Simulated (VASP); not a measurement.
OSZICAR of a VASP run on KCl (rock salt):

File OSZICAR:
```
...
DAV:  97     0.101085719306E+03   -0.49131E+00   -0.25123E+00   388   0.220E+01    0.189E+01
DAV:  98     0.100880690189E+03   -0.20503E+00   -0.42748E-01   548   0.101E+01    0.112E+01
DAV:  99     0.100569589785E+03   -0.31110E+00   -0.79189E-01   472   0.118E+01    0.237E+01
DAV: 100     0.100198515528E+03   -0.37107E+00   -0.83752E-01   428   0.204E+01    0.365E+01
DAV: 101     0.999474214960E+02   -0.25109E+00   -0.45905E-01   616   0.152E+01    0.488E+01
DAV: 102     0.100141613920E+03    0.19419E+00   -0.35507E-01   416   0.958E+00    0.466E+01
DAV: 103     0.279017012358E+02   -0.72240E+02   -0.85221E+02   524   0.547E+02    0.111E+02
DAV: 104     0.102780862790E+03    0.74879E+02   -0.30594E+02   384   0.198E+02    0.645E+00
DAV: 105     0.102937127942E+03    0.15627E+00   -0.16920E+01   548   0.502E+01    0.223E+01
DAV: 106     0.102105535580E+03   -0.83159E+00   -0.10465E+01   432   0.344E+01    0.240E+01
DAV: 107     0.101553664050E+03   -0.55187E+00   -0.96935E+00   388   0.431E+01    0.453E+01
DAV: 108     0.891923802611E+02   -0.12361E+02   -0.13141E+02   384   0.164E+02    0.229E+02
DAV: 109     0.101700749500E+03    0.12508E+02   -0.10045E+02   472   0.127E+02    0.276E+01
DAV: 110     0.101197164998E+03   -0.50358E+00   -0.11942E+01   384   0.362E+01    0.433E+01
DAV: 111     0.101257943847E+03    0.60779E-01   -0.28764E+00   472   0.217E+01    0.133E+01
DAV: 112     0.101560801812E+03    0.30286E+00   -0.16589E+00   384   0.203E+01    0.207E+01
DAV: 113     0.101936149539E+03    0.37535E+00   -0.77935E-01   392   0.206E+01    0.223E+01
DAV: 114     0.102136215404E+03    0.20007E+00   -0.53880E-01   488   0.152E+01    0.204E+01
DAV: 115     0.102390822158E+03    0.25461E+00   -0.92968E-01   400   0.168E+01    0.124E+01
DAV: 116     0.102257230355E+03   -0.13359E+00   -0.53654E-01   528   0.140E+01    0.161E+01
DAV: 117     0.102239449501E+03   -0.17781E-01   -0.55684E-01   408   0.131E+01    0.122E+01
DAV: 118     0.102294429373E+03    0.54980E-01   -0.32677E-01   400   0.105E+01    0.120E+01
DAV: 119     0.102404491066E+03    0.11006E+00   -0.93197E-01   384   0.268E+01    0.122E+01
DAV: 120     0.102421302710E+03    0.16812E-01   -0.92720E-01   512   0.180E+01    0.200E+01
DAV: 121     0.102578746134E+03    0.15744E+00   -0.31003E-01   480   0.103E+01    0.144E+01
DAV: 122     0.102279658093E+03   -0.29909E+00   -0.59959E+00   384   0.653E+01    0.665E+01
DAV: 123     0.102521112487E+03    0.24145E+00   -0.30688E+00   440   0.313E+01    0.189E+01
DAV: 124     0.102087913963E+03   -0.43320E+00   -0.13475E+01   392   0.153E+02    0.877E+01
DAV: 125     0.102071009099E+03   -0.16905E-01   -0.72852E+00   452   0.380E+01    0.109E+01
DAV: 126     0.101888267045E+03   -0.18274E+00   -0.95734E+00   572   0.733E+01    0.666E+01
DAV: 127     0.101786212023E+03   -0.10206E+00   -0.12653E+00   432   0.179E+01    0.554E+01
DAV: 128     0.101727314214E+03   -0.58898E-01   -0.51364E+00   384   0.603E+01    0.769E+01
DAV: 129     0.101735617713E+03    0.83035E-02   -0.28676E+00   384   0.275E+01    0.377E+01
DAV: 130     0.101965091943E+03    0.22947E+00   -0.93064E+00   384   0.971E+01    0.537E+01
DAV: 131     0.101491163818E+03   -0.47393E+00   -0.17702E+00   484   0.231E+01    0.626E+01
DAV: 132     0.101656055456E+03    0.16489E+00   -0.13562E+00   384   0.297E+01    0.523E+01
DAV: 133     0.101642300126E+03   -0.13755E-01   -0.21773E+00   384   0.442E+01    0.634E+01
DAV: 134     0.102165018521E+03    0.52272E+00   -0.65363E+00   384   0.877E+01    0.476E+01
DAV: 135     0.101964500980E+03   -0.20052E+00   -0.25397E+00   576   0.331E+01    0.296E+01
DAV: 136     0.101590291574E+03   -0.37421E+00   -0.34111E+00   392   0.406E+01    0.473E+01
DAV: 137     0.101361829497E+03   -0.22846E+00   -0.14598E+00   512   0.273E+01    0.665E+01
DAV: 138     0.101570198036E+03    0.20837E+00   -0.97295E-01   384   0.195E+01    0.634E+01
DAV: 139     0.101647223413E+03    0.77025E-01   -0.68120E-01   472   0.180E+01    0.643E+01
DAV: 140     0.101781578287E+03    0.13435E+00   -0.80440E-01   400   0.206E+01    0.602E+01
DAV: 141     0.101736795005E+03   -0.44783E-01   -0.26868E+00   448   0.521E+01    0.603E+01
DAV: 142     0.980011990742E+02   -0.37356E+01   -0.23920E+01   384   0.733E+01    0.191E+02
DAV: 143     0.101988114746E+03    0.39869E+01   -0.35301E+01   384   0.132E+02    0.239E+01
DAV: 144     0.101439548326E+03   -0.54857E+00   -0.63626E+00   392   0.418E+01    0.713E+01
DAV: 145     0.100000718493E+03   -0.14388E+01   -0.85258E+00   384   0.441E+01    0.152E+02
DAV: 146     0.102330318379E+03    0.23296E+01   -0.12960E+01   384   0.620E+01    0.407E+01
DAV: 147     0.102179990106E+03   -0.15033E+00   -0.52781E+00   608   0.665E+01    0.172E+01
DAV: 148     0.102055095276E+03   -0.12489E+00   -0.24279E+00   472   0.415E+01    0.139E+01
DAV: 149     0.102118952372E+03    0.63857E-01   -0.28851E+00   552   0.510E+01    0.154E+01
DAV: 150     0.102119403102E+03    0.45073E-03   -0.12524E+00   384   0.226E+01    0.156E+01
DAV: 151     0.101892979986E+03   -0.22642E+00   -0.14621E+00   536   0.276E+01    0.166E+01
DAV: 152     0.101442166565E+03   -0.45081E+00   -0.23230E+00   384   0.277E+01    0.465E+01
DAV: 153     0.101299904438E+03   -0.14226E+00   -0.88834E-01   504   0.155E+01    0.502E+01
DAV: 154     0.101661989994E+03    0.36209E+00   -0.69521E+00   416   0.694E+01    0.720E+01
DAV: 155     0.101257032536E+03   -0.40496E+00   -0.25727E+00   384   0.285E+01    0.660E+01
DAV: 156     0.100952079927E+03   -0.30495E+00   -0.57984E+00   384   0.867E+01    0.656E+01
DAV: 157     0.100291385090E+03   -0.66069E+00   -0.42398E+00   384   0.327E+01    0.358E+01
DAV: 158     0.985933860205E+02   -0.16980E+01   -0.38603E+00   576   0.497E+01    0.187E+01
DAV: 159     0.972447700176E+02   -0.13486E+01   -0.26819E+00   384   0.241E+01    0.118E+01
DAV: 160     0.966811064835E+02   -0.56366E+00   -0.25982E-01   580   0.655E+00    0.113E+01
DAV: 161     0.962054266567E+02   -0.47568E+00   -0.56550E-01   384   0.143E+01    0.115E+01
DAV: 162     0.957609204312E+02   -0.44451E+00   -0.13633E+00   444   0.226E+01    0.126E+01
DAV: 163     0.952185329357E+02   -0.54239E+00   -0.53200E-01   424   0.121E+01    0.120E+01
DAV: 164     0.952759593543E+02    0.57426E-01   -0.11321E+00   408   0.266E+01    0.841E+00
DAV: 165     0.953428357953E+02    0.66876E-01   -0.12528E+00   424   0.218E+01    0.126E+01
DAV: 166     0.953953484728E+02    0.52513E-01   -0.45159E-01   492   0.121E+01    0.108E+01
DAV: 167     0.954755215591E+02    0.80173E-01   -0.16250E-01   460   0.754E+00    0.995E+00
DAV: 168     0.958687561989E+02    0.39323E+00   -0.14721E+00   576   0.297E+01    0.625E+00
DAV: 169     0.965219924199E+02    0.65324E+00   -0.40401E+00   384   0.612E+01    0.921E+00
DAV: 170     0.970718981544E+02    0.54991E+00   -0.16606E+00   528   0.218E+01    0.439E+00
DAV: 171     0.972194971706E+02    0.14760E+00   -0.64991E-01   600   0.138E+01    0.614E+00
DAV: 172     0.979437662924E+02    0.72427E+00   -0.24508E+00   384   0.267E+01    0.122E+01
DAV: 173     0.984880836158E+02    0.54432E+00   -0.15333E+00   448   0.257E+01    0.147E+01
DAV: 174     0.988167691226E+02    0.32869E+00   -0.12480E+00   416   0.224E+01    0.173E+01
DAV: 175     0.990494887253E+02    0.23272E+00   -0.16330E+00   392   0.259E+01    0.174E+01
DAV: 176     0.985011484779E+02   -0.54834E+00   -0.10372E+00   384   0.174E+01    0.177E+01
DAV: 177     0.993608049860E+02    0.85966E+00   -0.16815E+00   384   0.233E+01    0.107E+01
DAV: 178     0.995579774738E+02    0.19717E+00   -0.15247E+00   416   0.338E+01    0.869E+00
DAV: 179     0.102335393447E+03    0.27774E+01   -0.83744E+00   460   0.541E+01    0.556E+00
DAV: 180     0.103257145109E+03    0.92175E+00   -0.28492E+00   424   0.333E+01    0.240E+00
DAV: 181     0.103361175326E+03    0.10403E+00   -0.13939E+00   472   0.199E+01    0.326E+00
DAV: 182     0.104885090355E+03    0.15239E+01   -0.62292E+00   384   0.545E+01    0.592E+00
DAV: 183     0.105441862900E+03    0.55677E+00   -0.48933E+00   448   0.456E+01    0.698E+00
DAV: 184     0.105747163303E+03    0.30530E+00   -0.88117E+00   412   0.564E+01    0.656E+00
DAV: 185     0.106077936235E+03    0.33077E+00   -0.41882E+00   384   0.387E+01    0.618E+00
DAV: 186     0.105784456121E+03   -0.29348E+00   -0.11651E+01   384   0.124E+02    0.692E+00
DAV: 187     0.105388637844E+03   -0.39582E+00   -0.32793E+00   384   0.307E+01    0.137E+01
DAV: 188     0.105722823411E+03    0.33419E+00   -0.52467E+01   384   0.614E+02    0.120E+01
DAV: 189     0.105148026153E+03   -0.57480E+00   -0.91661E+00   576   0.685E+01    0.110E+01
DAV: 190     0.105185772155E+03    0.37746E-01   -0.23403E+00   448   0.328E+01    0.829E+00
DAV: 191     0.105107414272E+03   -0.78358E-01   -0.29766E+00   420   0.309E+01    0.940E+00
DAV: 192     0.104840158236E+03   -0.26726E+00   -0.11808E+00   396   0.232E+01    0.819E+00
DAV: 193     0.105475105430E+03    0.63495E+00   -0.29896E+00   384   0.325E+01    0.821E+00
DAV: 194     0.105319775281E+03   -0.15533E+00   -0.54929E+00   384   0.121E+02    0.710E+00
DAV: 195     0.106047958966E+03    0.72818E+00   -0.82502E+00   384   0.787E+01    0.460E+00
DAV: 196     0.106298572903E+03    0.25061E+00   -0.49969E+00   576   0.511E+01    0.114E+00
DAV: 197     0.107690249337E+03    0.13917E+01   -0.13836E+01   384   0.843E+01    0.270E+00
DAV: 198     0.107576332171E+03   -0.11392E+00   -0.32761E+00   448   0.339E+01    0.585E+00
DAV: 199     0.107633273799E+03    0.56942E-01   -0.50023E+00   384   0.494E+01    0.616E+00
DAV: 200     0.108198539621E+03    0.56527E+00   -0.42286E+00   384   0.413E+01
   1 F= 0.10819854E+03 E0= 0.10819854E+03  d E =-.285698E-13
       N       E                     dE             ncg
       N       E                     dE             ncg
       N       E                     dE             ncg
       N       E                     dE             ncg
       N       E                     dE             ncg
```

### Question
Which electronic solver shows in the log?

### Answer
It is blocked Davidson (ALGO = Normal, or the opening steps of other solvers). The INCAR had ALGO = Normal.

### Question
Can the final energy be trusted as converged?

### Answer
The run did not converge; its last values are not results. It stopped with EDIFF = 1E-6, NELM = 200 (modified Becke-Johnson potential (mBJ), plane waves, VASP's PBE PAW potentials (set 64)). mBJ is a potential without an energy functional, so only the levels count.

The compound is KCl in the rock salt structure. It was relaxed first. The cell's shape comes from a PBE relaxation.
